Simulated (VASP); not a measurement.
Output of a VASP run:

File OSZICAR:
```
       N       E                     dE             d eps       ncg     rms          rms(c)
DAV:   1     0.385788451331E+03    0.38579E+03   -0.21276E+04  1750   0.181E+03
DAV:   2     0.253350919622E+00   -0.38554E+03   -0.37877E+03  1861   0.457E+02
DAV:   3    -0.338758904607E+02   -0.34129E+02   -0.33071E+02  2602   0.113E+02
DAV:   4    -0.349126151920E+02   -0.10367E+01   -0.10306E+01  2063   0.210E+01
DAV:   5    -0.349441330687E+02   -0.31518E-01   -0.31268E-01  2467   0.365E+00    0.236E+01
DAV:   6    -0.328343119425E+02    0.21098E+01   -0.20896E+01  2495   0.337E+01    0.133E+01
DAV:   7    -0.325676772558E+02    0.26663E+00   -0.28090E+01  2499   0.326E+01    0.106E+01
DAV:   8    -0.317328298517E+02    0.83485E+00   -0.17970E+00  2442   0.108E+01    0.458E+00
DAV:   9    -0.316710108860E+02    0.61819E-01   -0.22591E+00  2578   0.827E+00    0.266E+00
DAV:  10    -0.315923177354E+02    0.78693E-01   -0.54136E-01  2471   0.497E+00    0.251E-01
DAV:  11    -0.315954281336E+02   -0.31104E-02   -0.11656E-02  2409   0.838E-01    0.417E-01
DAV:  12    -0.315927136129E+02    0.27145E-02   -0.11336E-02  2493   0.645E-01    0.371E-02
DAV:  13    -0.315928591999E+02   -0.14559E-03   -0.23498E-04  2126   0.113E-01    0.189E-02
DAV:  14    -0.315927604539E+02    0.98746E-04   -0.73007E-05  2479   0.596E-02    0.148E-02
DAV:  15    -0.315927929516E+02   -0.32498E-04   -0.11423E-05  2423   0.274E-02    0.311E-03
DAV:  16    -0.315928004103E+02   -0.74587E-05   -0.61139E-07  2270   0.486E-03    0.394E-04
DAV:  17    -0.315928009932E+02   -0.58291E-06   -0.19120E-08  1001   0.938E-04    0.291E-04
DAV:  18    -0.315928014889E+02   -0.49573E-06   -0.68933E-09   935   0.545E-04    0.182E-04
DAV:  19    -0.315928011259E+02    0.36301E-06   -0.22742E-09   931   0.377E-04    0.104E-04
DAV:  20    -0.315928010345E+02    0.91427E-07   -0.57074E-10   922   0.159E-04
   1 F= -.31592801E+02 E0= -.31592801E+02  d E =0.000000E+00
```

OUTCAR:
```
------------------------ aborting loop because EDIFF is reached ----------------------------------------
  FORCE on cell =-STRESS in cart. coord.  units (eV):
  Direction    XX          YY          ZZ          XY          YZ          ZX
  --------------------------------------------------------------------------------------
  Total       -0.0232799     -0.0232799     -0.0232799     -0.0000000      0.0000000     -0.0000000
  in kB       -0.6331596     -0.6331596     -0.6331596     -0.0000000      0.0000000     -0.0000000
  external PRESSURE =      -0.6331596 kB  Pullay stress =       0.0000000 kB
  volume of cell :       58.91
      direct lattice vectors                 reciprocal lattice vectors
     3.890983293  0.000000000  0.000000000     0.257004445  0.000000000  0.000000000
     0.000000000  3.890983293  0.000000000     0.000000000  0.257004445  0.000000000
     0.000000000  0.000000000  3.890983293     0.000000000  0.000000000  0.257004445
 POSITION                                       TOTAL-FORCE (eV/Angst)
 -----------------------------------------------------------------------------------
      0.00000      0.00000      0.00000         0.000000      0.000000      0.000000
      0.00000      1.94549      1.94549         0.000000      0.000000      0.000000
      1.94549      0.00000      1.94549         0.000000      0.000000      0.000000
      1.94549      1.94549      0.00000         0.000000      0.000000      0.000000
 -----------------------------------------------------------------------------------
    total drift:                                0.000000      0.000000     -0.000000
  FREE ENERGIE OF THE ION-ELECTRON SYSTEM (eV)
  ---------------------------------------------------
  free  energy   TOTEN  =       -31.5928010345 eV

  energy  without entropy=      -31.5928010345  energy(sigma->0) =      -31.59280103

 total charge

# of ion       s       p       d       tot
------------------------------------------
    1        2.216   6.166   1.799  10.181
    2        0.695   0.688   8.067   9.450
    3        0.695   0.688   8.067   9.450
    4        0.695   0.688   8.067   9.450
--------------------------------------------------
tot          4.302   8.230  26.000  38.532

 Electric field gradients after diagonalization (V/A^2)
 (convention: |V_zz| > |V_xx| > |V_yy|)
----------------------------------------------------------------------
 ion       V_xx      V_yy      V_zz     asymmetry (V_yy - V_xx)/ V_zz
----------------------------------------------------------------------
   1      -0.000    -0.000     0.000       0.199
   2      36.086    36.086   -72.173       0.000
   3      36.086    36.086   -72.173       0.000
   4      36.086    36.086   -72.173       0.000
```
(Selected blocks of OUTCAR.)

POSCAR:
```
Pt3Ti
1
    3.8909832931     0.0000000000     0.0000000000
    0.0000000000     3.8909832931     0.0000000000
    0.0000000000     0.0000000000     3.8909832931
Ti Pt
1 3
Direct
  0.0000000000   0.0000000000   0.0000000000
  0.0000000000   0.5000000000   0.5000000000
  0.5000000000   0.0000000000   0.5000000000
  0.5000000000   0.5000000000   0.0000000000
```

Task: Write an INCAR and KPOINTS that could have produced this output.

Result: One answer among several that fit: the input of the run itself, AM05 GGA, plane waves, VASP's PBE PAW potentials (set 64).

### KPOINTS
```
Automatic mesh
0
Gamma
9 9 9
0 0 0
```

INCAR:
```
SYSTEM = Pt3Ti
PREC = Accurate
ENCUT = 520
EDIFF = 1E-7
NELM = 100
ALGO = Normal
LREAL = .FALSE.
LASPH = .TRUE.
ISMEAR = -5
GGA = AM
LMAXMIX = 6
LWAVE = .FALSE.
LCHARG = .TRUE.
LORBIT = 11
NEDOS = 601
ISIF = 2
LEFG = .TRUE.
```

POTCAR, in this order: Ti_sv Pt (PBE.64 set). Program: vasp_std.

For a metal the tetrahedron method with Blöchl corrections gives inexact stress and forces.

The compound is Pt3Ti in the L1_2 structure. It was relaxed first.
